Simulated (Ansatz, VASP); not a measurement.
**Sb (antimonene bilayer, AA): VASP beside Ansatz**

Wanted: the spread between two codes on one cell, functional and k mesh. The cell is taken from a series of runs on this material, whose earlier steps may have relaxed, scaled, displaced or heated it; both programs get it as it stands.

Program: Ansatz 0.2.0. Level of theory: plane waves, with VASP 6.6.1 beside it; single point at PBE with D3(BJ) and single point at PBE, spin-orbit coupling. Results are calculated unless marked as measured.

## (1) Starting point

The cell holds 4 atoms: 4 Sb. Cell: a = 4.080 Å, b = 4.080 Å, c = 24.273 Å, α = 90.0°, β = 90.0°, γ = 120.0°. Vacuum lies along c.

## (2) Ansatz: single point, PBE with D3(BJ)

Ansatz runs on its default PAW (the set named soft_2) files.

With cell and atoms fixed, the geometry can't cause a difference; cores, projectors, grids and the points listed under the comparison can.

input.yaml

```yaml
crystal:
  lattice:
    - [4.0802565596, 0.0, 0.0]
    - [-2.0401282798, 3.5336058346, 0.0]
    - [0.0, 0.0, 24.2726679763]
  atoms:
    - { symbol: Sb, position: [0.6666666667, 0.3333333333, 0.3707874227] }
    - { symbol: Sb, position: [0.3333333333, 0.6666666667, 0.4388058552] }
    - { symbol: Sb, position: [0.6666666667, 0.3333333333, 0.5611941448] }
    - { symbol: Sb, position: [0.3333333333, 0.6666666667, 0.6292125773] }
kpoints:
  mp_grid: { grid: [12, 12, 1] }
  band_path:
    path: [[0, 0, 0], [0.5, 0, 0], [0.33333333, 0.33333333, 0], [0, 0, 0]]
    npoints: 16
hamiltonian:
  xc: pbe
  dispersion: d3bj
scf:
  occupations: { method: fermi_dirac, width: 0.05 }
  convergence: { dr2_threshold: 1.0e-10 }
efield:
  axis: 3
  dipole_correction: true
  ramp_position: 0.97
  ramp_width: 0.06
  amplitude: 0
output:
  dos: { projected: true, e_range: [-6, 5] }
  bader: true
  write_potential: true
  write_density: true
  volumetric_format: npy
  elf: true
```

Launch:

```
ansatz run input.yaml --threads 4 --pin off --max-ram 6144MiB --backend cpu --events-out ev --progress --plain --runs-dir out
```

Numbers of over 12 decimals in the logs are rounded to 6 here.

The log of the run:

```text
Engine: ansatz 0.2.0, aarch64-unknown-linux-gnu
Pseudopotentials: kind: paw
Pseudopotential: Sb, paw, valence charge 15, recommended cutoff 420 eV (normal), Sb.paw.azcp
Functional definition: PBE
  parameter kappa = 0.804
  parameter beta = 0.066725
  exchange = pbe_x(kappa = kappa, mu = beta*pi^2/3)
  correlation = pbe_c(beta = beta)
Crystal: 4 atoms, lattice volume = 349.964 Å³
Basis set: ecut = 420 eV, 6801 PW (Γ)
Bands: 36, of which v1, the nominal top of the filled ones, is band 30 counted from 1 (29 counted from 0)
Symmetry: 6 space group operations
k-points: 19 of 144 (time reversal used)
Non-local potential: Sb, projectors of the file, l = 0: 2, l = 1: 2, l = 2: 2, l = 3: 2
PAW form: soft (Blöchl's): semilocal exchange-correlation on the pseudo side does not see the compensation charge
PAW one-centre angular grid: Sb, 590 points (default); XC on 64 Gauss nodes
Initial density: superposition of atomic densities (neutral atoms: chi_scale 0, normalization atom), corrected by the library's trained network
Initial wavefunctions: pseudopotential atomic-orbital guess
Functional: x = pbe(κ = 0.804, μ = 0.219515), c = pbe(β = 0.066725)
SCF iter   1: F=—  HF=-25938.927943 eV  |F-HF|=—  |Δ(HF+E_count)|=         —  Δρ=9.27e-4  dr2=1.21e-2  ethr=1.77e-3  p=0.000 e·Å  D=1.17e-14 V/Å  ΔV_dip=-0.00 eV  dr2_dipole=2.02e-7  V_vac-E_F(+/−)=4.22/4.22 eV  ⟨swp⟩=10.3  Hψ=3465  notcnv=0
efield: sawtooth ramp at fractional position 0.9700 (set: `efield.ramp_position`, or a place that a band, a saddle search or an elastic batch's reference lends), width 0.0600; the density the first Hamiltonian is built on has a dipole p = 0.000 e·Å; the dipole correction subtracts the counter field D = 1.17e-14 V/Å, which shifts the + side's vacuum level by -0.00 eV against the − side's; the planar-averaged density in the ramp window peaks in size at 4.6e-6 e/Å³
preconditioner: auto → LDOS  [insulator: Δε(μ)=0.236 eV  Ē_g=7.404 eV  σ=0.050 eV  W_gap=0.79  n_scr=56 (ndim 8)  ℏωp=8.9 eV  f_vac=0.589  D(μ)=0.21/eV (n_scr^D=2)  ε∞_Penn≈2.4  β→1.0]
SCF iter   2: F=—  HF=-25938.937241 eV  |F-HF|=—  |Δ(HF+E_count)|=   9.30e-3  Δρ=1.49e-3  dr2=8.60e-2  ethr=2.02e-5  p=0.000 e·Å  D=8.95e-5 V/Å  ΔV_dip=-0.00 eV  dr2_dipole=2.07e-6  V_vac-E_F(+/−)=4.28/4.28 eV  ⟨swp⟩=3.0  Hψ=1630  notcnv=0  defer=12
SCF iter   3: F=—  HF=-25938.928297 eV  |F-HF|=—  |Δ(HF+E_count)|=   8.94e-3  Δρ=5.32e-4  dr2=8.66e-3  ethr=2.02e-5  p=-0.000 e·Å  D=-5.23e-6 V/Å  ΔV_dip=0.00 eV  dr2_dipole=1.15e-8  V_vac-E_F(+/−)=4.16/4.16 eV  ⟨swp⟩=4.0  Hψ=1538  notcnv=0  defer=12
SCF iter   4: F=—  HF=-25938.927257 eV  |F-HF|=—  |Δ(HF+E_count)|=   1.04e-3  Δρ=9.77e-5  dr2=1.17e-4  ethr=1.44e-5  p=-0.000 e·Å  D=-1.13e-5 V/Å  ΔV_dip=0.00 eV  dr2_dipole=6.63e-8  V_vac-E_F(+/−)=4.19/4.19 eV  ⟨swp⟩=2.0  Hψ=736  notcnv=0  defer=12
SCF iter   5: F=—  HF=-25938.927237 eV  |F-HF|=—  |Δ(HF+E_count)|=   2.06e-5  Δρ=3.15e-5  dr2=4.44e-6  ethr=1.94e-7  p=0.000 e·Å  D=1.85e-5 V/Å  ΔV_dip=-0.00 eV  dr2_dipole=7.47e-8  V_vac-E_F(+/−)=4.19/4.19 eV  ⟨swp⟩=2.4  Hψ=1359  notcnv=0  defer=12
SCF iter   6: F=—  HF=-25938.927249 eV  |F-HF|=—  |Δ(HF+E_count)|=   1.24e-5  Δρ=6.82e-6  dr2=1.93e-7  ethr=7.40e-9  p=-0.000 e·Å  D=-1.30e-5 V/Å  ΔV_dip=0.00 eV  dr2_dipole=4.28e-8  V_vac-E_F(+/−)=4.19/4.19 eV  ⟨swp⟩=2.0  Hψ=1257  notcnv=0  defer=12
SCF iter   7: F=—  HF=-25938.927249 eV  |F-HF|=—  |Δ(HF+E_count)|=   2.38e-7  Δρ=3.49e-6  dr2=3.24e-7  ethr=3.22e-10  p=0.000 e·Å  D=2.44e-5 V/Å  ΔV_dip=-0.00 eV  dr2_dipole=1.35e-7  V_vac-E_F(+/−)=4.19/4.19 eV  ⟨swp⟩=3.0  Hψ=1435  notcnv=0  defer=12
SCF iter   8: F=—  HF=-25938.927249 eV  |F-HF|=—  |Δ(HF+E_count)|=   1.64e-8  Δρ=7.27e-7  dr2=3.46e-9  ethr=3.22e-10  p=-0.000 e·Å  D=-8.46e-7 V/Å  ΔV_dip=0.00 eV  dr2_dipole=2.57e-10  V_vac-E_F(+/−)=4.19/4.19 eV  ⟨swp⟩=2.0  Hψ=769  notcnv=0  defer=12
SCF iter   9: F=—  HF=-25938.927249 eV  |F-HF|=—  |Δ(HF+E_count)|=   4.28e-9  Δρ=2.25e-7  dr2=1.50e-10  ethr=5.76e-12  p=0.000 e·Å  D=1.12e-8 V/Å  ΔV_dip=-0.00 eV  dr2_dipole=6.87e-13  V_vac-E_F(+/−)=4.19/4.19 eV  ⟨swp⟩=2.9  Hψ=1371  notcnv=0  defer=12
SCF iter  10: F=-25938.927249 eV  HF=-25938.927249 eV  |F-HF|=1.09e-11  |Δ(HF+E_count)|=  1.89e-10  Δρ=4.34e-8  dr2=9.40e-12  ethr=1.00e-12  p=0.000 e·Å  D=1.62e-8 V/Å  ΔV_dip=-0.00 eV  dr2_dipole=1.72e-13  V_vac-E_F(+/−)=4.19/4.19 eV  ⟨swp⟩=6.3  Hψ=1890  notcnv=0
SCF 1 converged in 10 iterations: F = -25938.927249 eV  dr2 = 9.40e-12
  greatest PAW one-centre occupation: 0.996 electrons in one spin orbital (limit 2), on the Sb atom at site 2 (counted from 0), in its partial waves of l = 2
NSCF: frozen V_eff on 49 k-points
efield: sawtooth ramp at fractional position 0.9700 (kept from the solve that this one continues, or follows in the run), width 0.0600; the density the first Hamiltonian is built on has a dipole p = 0.000 e·Å; the dipole correction subtracts the counter field D = 1.62e-8 V/Å, which shifts the + side's vacuum level by -0.00 eV against the − side's; the planar-averaged density in the ramp window peaks in size at 2.1e-8 e/Å³
WARN: The output density's exchange-correlation potential varies sharply where the density is thin. Do not read a vacuum level from v_tot or v_xc, or from such a field of the output density. On a cell that repeats whose density bears no net charge and no dipole along the vacuum's axis use v_es (v_loc + v_h of the components); under efield.dipole_correction with no amplitude use v_es + v_field, which holds any externa [...]
SCF converged after 10 iterations
Free energy (F): -25938.927249 eV
Harris-Foulkes:  -25938.927249 eV  (|F-HF|=1.09e-11)
Internal energy: -25938.925026 eV  (E = F + TS)
E sigma→0 (E₀):  -25938.926138 eV
Entropy (-TS):   -0.002224 eV (-0.556 meV/atom)
Fermi energy:    0.714478 eV
Dipole field:    D = -0.000000 V/Å  (p = -0.000001 e·Å, saw-weighted, corrected)
Work function:   Φ+ = 4.1909 eV   Φ− = 4.1909 eV
Levels:          The Fermi level and band energies are counted from a zero that moves with the ramp; work functions are not
--- Per-component energies (eV) ---
  E_band       = -1224.341875
  E_kinetic    = 826.678050
  E_local      = -44794.693352  (includes V_loc(G=0)·N_el)
  E_nonlocal   = 1448.528148
  E_hartree    = 21827.638568
  E_xc         = -552.502892
  E_vxc        = -383.063397  (∫ρ·V_xc dr)
  E_paw        = -18300.980314  (= ΣΔE_a)
  E_vpaw       = -1977.068452  (= ΣTr[D̂ρ^β])
  E_aug_tail   = -0.000006  (compensation charges beyond the density's cutoff)
  E_efield     = 0.000000  (sawtooth field / dipole correction)
  E_vefield    = 0.000000  (∫n·V_field dr)
  E_ewald      = 13607.697029
  E_disp       = -1.290256  (pairwise vdW)
  E_smearing   = -0.002224  (= −TS)
  E_closure    = -0.000000  (closes the sum)
  Σ components = -25938.927249   (vs F -25938.927249, Δ=0.00e0)
--- Band table (eV; the first three rows and the last of 19) ---
  k-point 0: bands = [... 26 lower, -0.0065, 0.2310, 0.2310, 0.3223, 1.6702, 2.7011, 2.8268, 2.8268, ... 2 higher]
  k-point 1: bands = [... 26 lower, -0.4990, -0.1895, 0.0609, 0.5609, 2.1798, 2.5372, 2.7520, 2.9419, ... 2 higher]
  k-point 2: bands = [... 26 lower, -0.9107, -0.5906, -0.3183, 0.3876, 1.7191, 2.2856, 3.1290, 3.2372, ... 2 higher]
  k-point 18: bands = [... 26 lower, -2.4622, -2.4622, -1.2707, -1.2707, 0.7901, 2.1334, 3.0250, 3.0250, ... 2 higher]
--- Bader charges: 4 sites ---
  site symbol  charge [e]  shift [e]
     0     Sb     -0.0061     0.0000
     1     Sb      0.0061     0.0000
     2     Sb      0.0061     0.0000
     3     Sb     -0.0061     0.0000
  estimated error of the sums over rays = 2.1e-4 e
```

## (3) VASP: single point, PBE with D3(BJ)

The same cell, functional, mesh and smearing now go to VASP, with its own data sets.

Lines of VASP's logs that name or quote its potential files are left out, and so is its time.

INCAR

```
SYSTEM = Sb
PREC = Accurate
ENCUT = 400
EDIFF = 1E-06
NELM = 120
ISMEAR = -1
SIGMA = 0.05
LREAL = .FALSE.
ALGO = Normal
GGA = PE
IVDW = 12
NBANDS = 16
LORBIT = 11
LWAVE = .FALSE.
LCHARG = .FALSE.
ISIF = 2
LDIPOL = .TRUE.
IDIPOL = 3
DIPOL = 0.5 0.5 0.5
LVHAR = .TRUE.
LASPH = .TRUE.
GGA_COMPAT = .FALSE.
EFERMI = MIDGAP
NELMDL = -8
KPAR = 2
```

POSCAR

```
Sb
1.0
    4.0802565596      0.0000000000      0.0000000000
   -2.0401282798      3.5336058346      0.0000000000
    0.0000000000      0.0000000000     24.2726679763
Sb
4
Direct
    0.6666666666      0.3333333332      0.3707874227
    0.3333333332      0.6666666666      0.4388058552
    0.6666666666      0.3333333332      0.5611941448
    0.3333333332      0.6666666666      0.6292125773
```

KPOINTS

```
Automatic mesh
0
Gamma
12 12 1
0 0 0
```

PAW data sets: Sb (PBE family, release 64).

Launch:

```
mpirun -np 2 vasp_std
```

The log of the run:

```text
[banner, memory and clock lines left out]
running    2 mpi-ranks, on    1 nodes
 distrk:  each k-point on    1 cores,    2 groups
 distr:  one band on    1 cores,    1 groups

 POSCAR found type information on POSCAR Sb
 POSCAR found :  1 types and       4 ions
 LDA part: xc-table for (Slater+PW92), standard interpolation
 POSCAR, INCAR and KPOINTS ok, starting setup
 FFT: planning ... GRIDC
 FFT: planning ... GRID_SOFT
 FFT: planning ... GRID
 WAVECAR not read
 entering main loop
       N       E                     dE             d eps       ncg     rms          rms(c)
DAV:   1     0.103230669080E+03    0.10323E+03   -0.50616E+03   608   0.696E+02
DAV:   2    -0.698244263789E+01   -0.11021E+03   -0.10597E+03   896   0.133E+02
DAV:   3    -0.160702981029E+02   -0.90879E+01   -0.89918E+01   856   0.454E+01
DAV:   4    -0.162747585581E+02   -0.20446E+00   -0.20429E+00   800   0.828E+00
DAV:   5    -0.162837660853E+02   -0.90075E-02   -0.90074E-02   984   0.179E+00
DAV:   6    -0.162838449591E+02   -0.78874E-04   -0.78874E-04   832   0.143E-01
DAV:   7    -0.162838492372E+02   -0.42781E-05   -0.42779E-05  1000   0.297E-02
DAV:   8    -0.162838493578E+02   -0.12057E-06   -0.12059E-06   696   0.346E-03    0.425E+00
DAV:   9    -0.162366040109E+02    0.47245E-01   -0.26617E-02   744   0.803E-01    0.262E+00
DAV:  10    -0.162079708180E+02    0.28633E-01   -0.63598E-02   800   0.127E+00    0.127E-01
DAV:  11    -0.162082898250E+02   -0.31901E-03   -0.23964E-03   880   0.275E-01    0.816E-02
DAV:  12    -0.162083120290E+02   -0.22204E-04   -0.80972E-04   808   0.146E-01    0.288E-02
DAV:  13    -0.162083045024E+02    0.75267E-05   -0.47337E-05   832   0.359E-02    0.142E-02
DAV:  14    -0.162083174974E+02   -0.12995E-04   -0.10822E-04   808   0.388E-02    0.685E-03
DAV:  15    -0.162083561404E+02   -0.38643E-04   -0.63897E-06   688   0.105E-02    0.486E-03
DAV:  16    -0.162084464992E+02   -0.90359E-04   -0.19021E-05   720   0.137E-02    0.203E-03
DAV:  17    -0.162084639673E+02   -0.17468E-04   -0.17516E-06   704   0.436E-03    0.142E-03
DAV:  18    -0.162084836318E+02   -0.19664E-04   -0.21775E-06   592   0.424E-03    0.603E-04
DAV:  19    -0.162084901737E+02   -0.65419E-05   -0.31804E-07   648   0.149E-03    0.249E-04
DAV:  20    -0.162084919425E+02   -0.17688E-05   -0.21453E-07   608   0.964E-04    0.249E-04
DAV:  21    -0.162084945137E+02   -0.25712E-05   -0.16860E-07   576   0.860E-04    0.998E-05
DAV:  22    -0.162084960621E+02   -0.15484E-05   -0.45511E-08   480   0.474E-04    0.648E-05
DAV:  23    -0.162084972959E+02   -0.12338E-05   -0.66245E-08   552   0.431E-04    0.256E-05
DAV:  24    -0.162084974087E+02   -0.11277E-06   -0.37878E-09   440   0.160E-04
   1 F= -.17498572E+02 E0= -.17497310E+02  d E =-.252391E-02
```

OUTCAR, selected parts (step 3):

```text
ion  position               nearest neighbor table
   1  0.667  0.333  0.371-   2 2.88   2 2.88   2 2.88
   2  0.333  0.667  0.439-   1 2.88   1 2.88   1 2.88
   3  0.667  0.333  0.561-   4 2.88   4 2.88   4 2.88
   4  0.333  0.667  0.629-   3 2.88   3 2.88   3 2.88

  LATTYP: Found a hexagonal cell.
 ALAT       =     4.0802565596
 C/A-ratio  =     5.9488092530

 Subroutine GETGRP returns: Found 12 space group operations
 (whereof 12 operations were pure point group operations)

The static configuration has the point symmetry D_3d.

 Found     19 irreducible k-points:

   k-points           NKPTS =     19   k-points in BZ     NKDIM =     19   number of bands    NBANDS=     16

   dimension x,y,z NGX =    28 NGY =   28 NGZ =  160
   dimension x,y,z NGXF=    56 NGYF=   56 NGZF=  320

   ENCUT  =  400.0 eV  29.40 Ry    5.42 a.u.   6.65  6.65 39.58*2*pi/ulx,y,z

   NELECT =      20.0000    total number of electrons

 k-points in reciprocal lattice and weights: Automatic mesh
   0.00000000  0.00000000  0.00000000       0.007
   0.08333333 -0.00000000  0.00000000       0.042
   0.16666667  0.00000000  0.00000000       0.042
   0.25000000  0.00000000  0.00000000       0.042
   0.33333333  0.00000000  0.00000000       0.042
   0.41666667  0.00000000  0.00000000       0.042
   0.50000000  0.00000000  0.00000000       0.021
   0.08333333  0.08333333  0.00000000       0.042
   0.16666667  0.08333333  0.00000000       0.083
[...]
0.33333333  0.25000000  0.00000000       0.083
   0.33333333  0.33333333  0.00000000       0.014

 dipolmoment           0.000000      0.000000     -0.000000 electrons x Angstroem

 average (electrostatic) potential at core
       1 -93.1587       2 -93.2214       3 -93.2214       4 -93.1587

 E-fermi :  -0.2485

 k-point     1 :       0.0000    0.0000    0.0000
  band No.  band energies     occupation
    ...
      6      -1.0009      2.00000
      7      -1.0009      2.00000
      8      -0.7658      1.99994
      9      -0.7658      1.99994
     10      -0.6388      1.99918
     11       0.6488      0.00000
     12       1.6836      0.00000
     13       1.8455      0.00000
     14       1.8455      0.00000
     15       1.9301      0.00000
    ...

 k-point     2 :       0.0833   -0.0000    0.0000
  band No.  band energies     occupation
    ...
      6      -1.7466      2.00000
      7      -1.4966      2.00000
      8      -1.1842      2.00000
      9      -0.9363      2.00000
     10      -0.3963      1.90109
     11       1.1759      0.00000
     12       1.5393      0.00000
     13       1.7686      0.00000
     14       1.9631      0.00000
     15       2.1401      0.00000
    ...

 k-point     3 :       0.1667    0.0000    0.0000
  band No.  band energies     occupation
    ...
      6      -2.7163      2.00000
      7      -1.8760      2.00000
      8      -1.5862      2.00000
      9      -1.3166      2.00000
     10      -0.5633      1.99631
     11       0.7299      0.00000
     12       1.2956      0.00000
     13       2.1558      0.00000
     14       2.2422      0.00000
     15       2.5714      0.00000
    ...

 Edisp (eV)   -1.29007

  Total       0.06985     0.06985     0.22032     0.00000    -0.00000     0.00000
  in kB       0.31980     0.31980     1.00864     0.00000    -0.00000     0.00000
  external pressure =        0.55 kB  Pullay stress =        0.00 kB

  energy-cutoff  :      400.00
  volume of cell :      349.96
      direct lattice vectors                 reciprocal lattice vectors
     4.080256560  0.000000000  0.000000000     0.245082628  0.141498521  0.000000000
    -2.040128280  3.533605835  0.000000000     0.000000000  0.282997042  0.000000000
     0.000000000  0.000000000 24.272667976     0.000000000  0.000000000  0.041198603

 POSITION                                       TOTAL-FORCE (eV/Angst)
 -----------------------------------------------------------------------------------
      2.04013      1.17787      9.00000         0.000000     -0.000000     -0.078402
     -0.00000      2.35574     10.65099         0.000000     -0.000000      0.085297
      2.04013      1.17787     13.62168        -0.000000      0.000000     -0.085297
     -0.00000      2.35574     15.27267        -0.000000     -0.000000      0.078402
 -----------------------------------------------------------------------------------
    total drift:                                0.000000      0.000000      0.000000

  FREE ENERGIE OF THE ION-ELECTRON SYSTEM (eV)
  ---------------------------------------------------
  free  energy   TOTEN  =       -17.4985719715 eV

  energy  without entropy=      -17.4960480605  energy(sigma->0) =      -17.49731002

 vacuum level on the upper side and lower side of the slab         3.945         3.945

 total charge
# of ion       s       p       d       tot
------------------------------------------
    1        1.212   1.169   0.027   2.409
    2        1.215   1.161   0.030   2.406
    3        1.215   1.161   0.030   2.406
    4        1.212   1.169   0.027   2.409
--------------------------------------------------
tot          4.854   4.661   0.115   9.630

[... 3 further parts left out ...]
```

## (4) Differences

Known differences besides the potentials themselves: the data sets hold 60 valence electrons in Ansatz (on its default PAW (the set named soft_2) files) and 20 in VASP; the cutoff is 420 eV in Ansatz and 400 eV in VASP. Total energies have different zeros and are not compared.

Both answers:

```csv
quantity,Ansatz,VASP,difference
gap on the k mesh (eV),0.229,0.217,+0.012
```

A gap on the mesh is an upper bound, since the band edges may lie between its points. With vacuum in the cell, a pressure given here is an average over mostly empty space and none of the material.

(Part 1 of 2 ends here.)

[Lines on the potential files, build, host, timing and source positions are cut from VASP's logs without a mark.]

[Logs are printed without paths, hosts, clocks, repeated set-up lines and the standing remarks that a program may print on its own settings, such as how far it seeks lower states.]

[Hosts, paths, dates, database ids (printed as entryN), source tags and the programs' standing remarks are cut or masked in the printed files.]
